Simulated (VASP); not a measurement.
SiSn (relaxed from the WC structure, space group P-6m2): computed properties

Method: PBEsol GGA, VASP's PBE PAW potentials (set 64) (plane waves; VASP).

| Property | Result |
|---|---|
| space group | P-6m2 (187) |
| cell | a = b = 3.7593 Å, c = 3.5971 Å, α = β = 90.00°, γ = 120.00° |
| volume per atom | 22.01 Å³/atom |
| band gap (over mesh and band path) | none (metal, semimetal or under 0.01 eV) |
| band gap with spin-orbit coupling | none (metallic) |
| density | 5.54 g/cm³ |

SnSi is taken in the hexagonal space group P-6m2 (No. 187), Pearson symbol hP2. Conventional cell: a = b = 3.7593 Å, c = 3.5971 Å, α = β = 90.00°, γ = 120.00°. Sn on 1a is surrounded by 6 Si at 2.819 Å (trigonal prismatic). Si on 1f is coordinated by 6 Sn at 2.819 Å (trigonal prismatic). (Neighbours: up to the widest gap in distance over summed covalent radii, below 1.35, at either atom; cation-cation and far metal-metal contacts left out.)

Unless said otherwise, spin-orbit coupling is left out, though it shifts the bands of the heavy elements here.

The structure was generated: SiSn was put into the WC type (P-6m2), which need not be its known phase. It was relaxed first, which changed the volume by +11 %. Symmetry was kept, so distortions that lower it aren't found.
